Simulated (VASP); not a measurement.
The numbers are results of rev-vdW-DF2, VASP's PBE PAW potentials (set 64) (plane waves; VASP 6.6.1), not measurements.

Input for VASP

### POSCAR
```
MgS
1
    0.0000000000     2.6494061166     2.6494061166
    2.6494061166     0.0000000000     2.6494061166
    2.6494061166     2.6494061166     0.0000000000
Mg S
1 1
Direct
  1.0000000000   1.0000000000   0.0000000000
  0.5000000000   0.5000000000   0.5000000000
```

### KPOINTS
```
Automatic mesh
0
Gamma
9 9 9
0 0 0
```

**INCAR**
```
AGGAC=0.0
ALGO=Normal
EDIFF=1E-7
ENCUT=520
GGA=MK
ISIF=2
ISMEAR=0
LASPH=.TRUE.
LCHARG=.FALSE.
LREAL=.FALSE.
LUSE_VDW=.TRUE.
LWAVE=.FALSE.
NELM=100
PARAM1=0.1234568
PARAM2=0.7114
PREC=Accurate
SIGMA=0.05
SYSTEM=MgS
ZAB_VDW=-1.8867
```

POTCAR, in this order: Mg S (PBE.64 set). Program: vasp_std.

Output

**OUTCAR**
```
 ion  position               nearest neighbor table
   1  0.000  0.000  0.000-   2 2.65   2 2.65   2 2.65   2 2.65   2 2.65   2 2.65
   2  0.500  0.500  0.500-   1 2.65   1 2.65   1 2.65   1 2.65   1 2.65   1 2.65
  LATTYP: Found a face centered cubic cell.
 ALAT       =     5.2988122332
 Subroutine PRICEL returns:
 Original cell was already a primitive cell.
 Subroutine GETGRP returns: Found 48 space group operations
The static configuration has the point symmetry O_h .
The dynamic configuration has the point symmetry O_h .
 Subroutine INISYM returns: Found 48 space group operations
 Subroutine IBZKPT returns following result:
 Found     35 irreducible k-points:

 Following reciprocal coordinates:
            Coordinates               Weight
  0.000000  0.000000  0.000000      1.000000
  0.111111  0.000000  0.000000      8.000000
  0.222222  0.000000  0.000000      8.000000
  0.333333  0.000000  0.000000      8.000000
  0.444444  0.000000  0.000000      8.000000
  0.111111  0.111111  0.000000      6.000000
  0.222222  0.111111  0.000000     24.000000
  0.333333  0.111111  0.000000     24.000000
  0.444444  0.111111  0.000000     24.000000
 -0.444444  0.111111  0.000000     24.000000
 -0.333333  0.111111  0.000000     24.000000
 -0.222222  0.111111  0.000000     24.000000
 -0.111111  0.111111  0.000000     12.000000
  0.222222  0.222222  0.000000      6.000000
  0.333333  0.222222  0.000000     24.000000
  0.444444  0.222222  0.000000     24.000000
 -0.444444  0.222222  0.000000     24.000000
 -0.333333  0.222222  0.000000     24.000000
 -0.222222  0.222222  0.000000     12.000000
  0.333333  0.333333  0.000000      6.000000
  0.444444  0.333333  0.000000     24.000000
 -0.444444  0.333333  0.000000     24.000000
 -0.333333  0.333333  0.000000     12.000000
  0.444444  0.444444  0.000000      6.000000
...
```

### OSZICAR
```
       N       E                     dE             d eps       ncg     rms          rms(c)
DAV:   1     0.274894539141E+02    0.27489E+02   -0.36208E+03   568   0.805E+02
DAV:   2    -0.542341235508E+01   -0.32913E+02   -0.31104E+02   760   0.105E+02
DAV:   3    -0.654795938142E+01   -0.11245E+01   -0.11245E+01   632   0.275E+01
DAV:   4    -0.655371546815E+01   -0.57561E-02   -0.57561E-02   960   0.234E+00
DAV:   5    -0.655371781719E+01   -0.23490E-05   -0.23490E-05   640   0.490E-02    0.402E+00
DAV:   6    -0.615303568977E+01    0.40068E+00   -0.11310E+00   584   0.515E+00    0.317E+00
DAV:   7    -0.611620341439E+01    0.36832E-01   -0.23345E-01   728   0.254E+00    0.230E+00
DAV:   8    -0.611668773164E+01   -0.48432E-03   -0.14954E-02   600   0.111E+00    0.973E-01
DAV:   9    -0.611641429105E+01    0.27344E-03   -0.79275E-04   656   0.224E-01    0.289E-01
DAV:  10    -0.611645100690E+01   -0.36716E-04   -0.15020E-04   848   0.816E-02    0.170E-02
DAV:  11    -0.611645096182E+01    0.45083E-07   -0.14705E-05   664   0.216E-02    0.128E-02
DAV:  12    -0.611645101102E+01   -0.49196E-07   -0.35377E-07   768   0.493E-03
   1 F= -.61164510E+01 E0= -.61164510E+01  d E =-.603640E-16
```

OUTCAR:
```
------------------------ aborting loop because EDIFF is reached ----------------------------------------
  FORCE on cell =-STRESS in cart. coord.  units (eV):
  Direction    XX          YY          ZZ          XY          YZ          ZX
  --------------------------------------------------------------------------------------
  Total       -0.9234962     -0.9234962     -0.9234962      0.0000000      0.0000000     -0.0000000
  in kB      -39.7804879    -39.7804879    -39.7804879      0.0000000      0.0000000     -0.0000000
  external PRESSURE =     -39.7804879 kB  Pullay stress =       0.0000000 kB
  volume of cell :       37.19
      direct lattice vectors                 reciprocal lattice vectors
     0.000000000  2.649406117  2.649406117    -0.188721539  0.188721539  0.188721539
     2.649406117  0.000000000  2.649406117     0.188721539 -0.188721539  0.188721539
     2.649406117  2.649406117  0.000000000     0.188721539  0.188721539 -0.188721539
 POSITION                                       TOTAL-FORCE (eV/Angst)
 -----------------------------------------------------------------------------------
      0.00000      0.00000      0.00000         0.000000      0.000000     -0.000000
      2.64941      2.64941      2.64941        -0.000000     -0.000000      0.000000
 -----------------------------------------------------------------------------------
    total drift:                                0.000000      0.000000      0.000000
  FREE ENERGIE OF THE ION-ELECTRON SYSTEM (eV)
  ---------------------------------------------------
  free  energy   TOTEN  =        -6.1164510110 eV

  energy  without entropy=       -6.1164510110  energy(sigma->0) =       -6.11645101
```
(Selected blocks of OUTCAR.)

The compound is MgS in the rock salt structure. This cell is one point of a volume scan, at 1.06 of the reference volume.
